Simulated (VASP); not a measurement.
Energy against volume of MnS (rock salt, AFM-II order). Method: optB88-vdW, VASP's PBE PAW potentials (set 64) (plane waves; VASP 6.6.1). Run with 520 eV cut-off, 7×7×7 Γ-centred mesh, Gaussian smearing of 0.050 eV, potentials Mn_pv S.

```json
[
 {"V (Å³/atom)": "16.253", "E (eV/atom)": "-4.63358"},
 {"V (Å³/atom)": "16.756", "E (eV/atom)": "-4.63783"},
 {"V (Å³/atom)": "17.259", "E (eV/atom)": "-4.63453"},
 {"V (Å³/atom)": "17.761", "E (eV/atom)": "-4.62465"}
]
```

Problem. Fit these four points and predict the energy of the run at 15.751 Å³/atom.

Solution. A cubic in V^(−2/3), the third-order Birch-Murnaghan form, passes through the four points with V0 = 16.78 Å³/atom and B0 = 80 GPa, and gives -4.6207 eV/atom there. The run gave -4.6207 eV/atom, +0.0 meV/atom from the fit; all five points give B0 = 80 GPa.

The compound is MnS in the rock salt, AFM-II order structure. It was relaxed first, which changed the volume by -6 %.
